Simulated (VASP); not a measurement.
Method: optB86b-vdW, VASP's PBE PAW potentials (set 64) (plane waves; VASP).

The input files of a VASP run:

**INCAR**
```
# general
SYSTEM   = Ti
PREC     = Accurate
ENCUT    = 520
LREAL    = .False.
LASPH    = .True.   # aspherical one-centre terms

# electronic loop
EDIFF    = 1E-7   # SCF stop (eV)
NELM     = 100
ALGO     = Normal
LMAXMIX  = 4

# smearing
ISMEAR   = 1
SIGMA    = 0.1   # width (eV)

# functional
GGA      = MK
LUSE_VDW = .True.
AGGAC    = 0.0
PARAM1   = 0.1234
PARAM2   = 1.0

# ions
IBRION   = 2   # conjugate gradients
NSW      = 30
ISIF     = 4
EDIFFG   = -0.01

# output
LWAVE    = .False.
LCHARG   = .False.
```

File KPOINTS:
```
Automatic mesh
0
Gamma
14 14 8
0 0 0
```

**POSCAR**
```
Ti
1
    1.4553989528    -2.5208249881     0.0000000000
    1.4553989528     2.5208249881     0.0000000000
    0.0000000000     0.0000000000     4.6147385823
Ti
2
Direct
  0.3333330000   0.6666670000   0.2500000000
  0.6666670000   0.3333330000   0.7500000000
```

POTCAR, in this order: Ti_sv (PBE.64 set). Program: vasp_std.

What VASP printed:

File OUTCAR:
```
 ion  position               nearest neighbor table
   1  0.333  0.667  0.250-   2 2.85   2 2.85   2 2.85   2 2.85   2 2.85   2 2.85
   2  0.667  0.333  0.750-   1 2.85   1 2.85   1 2.85   1 2.85   1 2.85   1 2.85
  LATTYP: Found a hexagonal cell.
 ALAT       =     2.9107979546
 C/A-ratio  =     1.5853860880
 Subroutine PRICEL returns:
 Original cell was already a primitive cell.
 Subroutine GETGRP returns: Found 24 space group operations
The static configuration has the point symmetry D_3d.
 The point group associated with its full space group is D_6h.
The dynamic configuration has the point symmetry D_3d.
 Subroutine INISYM returns: Found 24 space group operations
 Subroutine IBZKPT returns following result:
 Found    120 irreducible k-points:

 Following reciprocal coordinates:
            Coordinates               Weight
  0.000000  0.000000  0.000000      1.000000
  0.071429  0.000000  0.000000      6.000000
  0.142857 -0.000000  0.000000      6.000000
  0.214286  0.000000  0.000000      6.000000
  0.285714  0.000000  0.000000      6.000000
  0.357143  0.000000  0.000000      6.000000
  0.428571  0.000000  0.000000      6.000000
...
```

### OSZICAR
```
       N       E                     dE             d eps       ncg     rms          rms(c)
DAV:   1     0.253605570079E+03    0.25361E+03   -0.13629E+04  3848   0.188E+03
DAV:   2     0.170319426543E+02   -0.23657E+03   -0.23536E+03  3904   0.496E+02
DAV:   3    -0.108613740345E+02   -0.27893E+02   -0.27756E+02  7600   0.137E+02
DAV:   4    -0.119759386453E+02   -0.11146E+01   -0.11145E+01  3944   0.294E+01
DAV:   5    -0.120379429866E+02   -0.62004E-01   -0.62004E-01  6248   0.471E+00    0.122E+01
DAV:   6    -0.100708523342E+02    0.19671E+01   -0.73590E+00  4520   0.319E+01    0.314E+00
DAV:   7    -0.100569194788E+02    0.13933E-01   -0.77563E-01  5768   0.756E+00    0.200E+00
DAV:   8    -0.100834388539E+02   -0.26519E-01   -0.20819E-01  4400   0.621E+00    0.703E-01
DAV:   9    -0.100747764779E+02    0.86624E-02   -0.47158E-02  4568   0.260E+00    0.567E-02
DAV:  10    -0.100750413640E+02   -0.26489E-03   -0.25812E-03  6080   0.412E-01    0.825E-02
DAV:  11    -0.100750596230E+02   -0.18259E-04   -0.15776E-04  4808   0.128E-01    0.301E-02
DAV:  12    -0.100750469453E+02    0.12678E-04   -0.33656E-05  4760   0.536E-02    0.138E-03
DAV:  13    -0.100750488656E+02   -0.19203E-05   -0.80083E-07  4752   0.874E-03    0.170E-03
DAV:  14    -0.100750497769E+02   -0.91137E-06   -0.17594E-07  3280   0.343E-03    0.270E-04
DAV:  15    -0.100750498302E+02   -0.53309E-07   -0.23216E-08  2432   0.159E-03
   1 F= -.10075050E+02 E0= -.10075813E+02  d E =-.100750E+02
       N       E                     dE             d eps       ncg     rms          rms(c)
DAV:   1    -0.100751232121E+02   -0.73435E-04   -0.39970E-03  4064   0.912E-01    0.590E-02
DAV:   2    -0.100750812008E+02    0.42011E-04   -0.22991E-04  3904   0.192E-01    0.309E-02
DAV:   3    -0.100750623621E+02    0.18839E-04   -0.69184E-05  5624   0.885E-02    0.359E-03
DAV:   4    -0.100750624213E+02   -0.59235E-07   -0.57144E-06  4568   0.350E-02    0.179E-03
DAV:   5    -0.100750625064E+02   -0.85093E-07   -0.18299E-07  3552   0.516E-03
   2 F= -.10075063E+02 E0= -.10075823E+02  d E =-.126762E-04
```

OUTCAR:
```
------------------------ aborting loop because EDIFF is reached ----------------------------------------
  FORCE on cell =-STRESS in cart. coord.  units (eV):
  Direction    XX          YY          ZZ          XY          YZ          ZX
  --------------------------------------------------------------------------------------
  Total       -0.0038875     -0.0038875     -0.0184423      0.0000000      0.0000000      0.0000000
  in kB       -0.1839422     -0.1839422     -0.8726154      0.0000000      0.0000000      0.0000000
  external PRESSURE =      -0.4134999 kB  Pullay stress =       0.0000000 kB
  volume of cell :       33.86
      direct lattice vectors                 reciprocal lattice vectors
     1.455785735 -2.521494914  0.000000000     0.343457137 -0.198295066  0.000000000
     1.455785735  2.521494914  0.000000000     0.343457137  0.198295066  0.000000000
    -0.000000000  0.000000000  4.612286765     0.000000000  0.000000000  0.216812191
 POSITION                                       TOTAL-FORCE (eV/Angst)
 -----------------------------------------------------------------------------------
      1.45579      0.84050      1.15307        -0.000000     -0.000000      0.000000
      1.45579     -0.84050      3.45922         0.000000      0.000000      0.000000
 -----------------------------------------------------------------------------------
    total drift:                                0.000000      0.001054     -0.000020
  FREE ENERGIE OF THE ION-ELECTRON SYSTEM (eV)
  ---------------------------------------------------
  free  energy   TOTEN  =       -10.0750625064 eV

  energy  without entropy=      -10.0773444371  energy(sigma->0) =      -10.07582315

 reached required accuracy - stopping structural energy minimisation
```
(Selected blocks of OUTCAR.)

**CONTCAR**
```
Ti
   1.00000000000000
     1.4557857347431975   -2.5214949140949097    0.0000000000000000
     1.4557857347431975    2.5214949140949097    0.0000000000000000
    -0.0000000000000000    0.0000000000000000    4.6122867648296415
  Ti
     2
Direct
     0.3333330000000032    0.6666669999999968    0.2500000000000000
     0.6666669999999968    0.3333330000000032    0.7500000000000000
```

The compound is Ti in the hcp structure. This run relaxes it. Symmetry was kept, so distortions that lower it aren't found.
